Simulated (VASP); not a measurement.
An input for Quantum ESPRESSO's pw.x (written as the equivalent of a VASP run, and not itself run):

```
&CONTROL
  calculation = 'scf'
  pseudo_dir = './pseudo'
  outdir = './out'
  tprnfor = .true.
  tstress = .true.
/
&SYSTEM
  ibrav = 0
  nat = 3
  ntyp = 2
  ecutwfc = 84
  occupations = 'smearing'
  smearing = 'gaussian'
  degauss = 0.003675
  input_dft = 'pbe'
/
&ELECTRONS
  conv_thr = 7.3e-09
  electron_maxstep = 100
/
ATOMIC_SPECIES
  Ca 40.078 Ca.upf
  F 18.998 F.upf
CELL_PARAMETERS angstrom
     0.0000000    2.7580734    2.7580734
     2.7580734    0.0000000    2.7580734
     2.7580734    2.7580734    0.0000000
ATOMIC_POSITIONS crystal
  Ca   0.0000000  0.0000000  0.0000000
  F    0.2500000  0.2500000  0.2500000
  F    0.7500000  0.7500000  0.7500000
K_POINTS automatic
  6 6 6 0 0 0
```

Problem. Translate this input to VASP (INCAR, KPOINTS, POSCAR, choice of POTCAR).

Solution. This is not unique; one that fits is 
### KPOINTS
```
Automatic mesh
0
Gamma
6 6 6
0 0 0
```

### INCAR
```
# general
SYSTEM  =  CaF2
PREC    =  Accurate
ENCUT   =  600   # plane-wave cut-off (eV)
LREAL   =  .FALSE.
LASPH   =  .TRUE.   # aspherical one-centre terms

# electronic loop
EDIFF   =  1E-7
NELM    =  100   # most electronic steps
ALGO    =  Normal   # blocked Davidson

# smearing
ISMEAR  =  0   # Gaussian
SIGMA   =  0.05   # width (eV)

# functional
GGA     =  PE   # PBE

# ions
ISIF    =  2   # forces and stress, cell fixed

# output
LWAVE   =  .FALSE.
LCHARG  =  .FALSE.
```

POSCAR:
```
CaF2
1
    0.0000000000     2.7580734293     2.7580734293
    2.7580734293     0.0000000000     2.7580734293
    2.7580734293     2.7580734293     0.0000000000
Ca F
1 2
Direct
  0.0000000000   0.0000000000   0.0000000000
  0.2500000000   0.2500000000   0.2500000000
  0.7500000000   0.7500000000   0.7500000000
```

POTCAR, in this order: Ca_sv F (PBE.64 set). Program: vasp_std.

Limits of the translation: the potentials are each code's own (VASP's PAW set, PseudoDojo norm-conserving files in pw.x), so ENCUT and ecutwfc are chosen apart and not converted; conv_thr bounds pw.x's estimated SCF error, while EDIFF bounds the energy change between steps.

The compound is CaF2 in the fluorite structure. It was relaxed first.
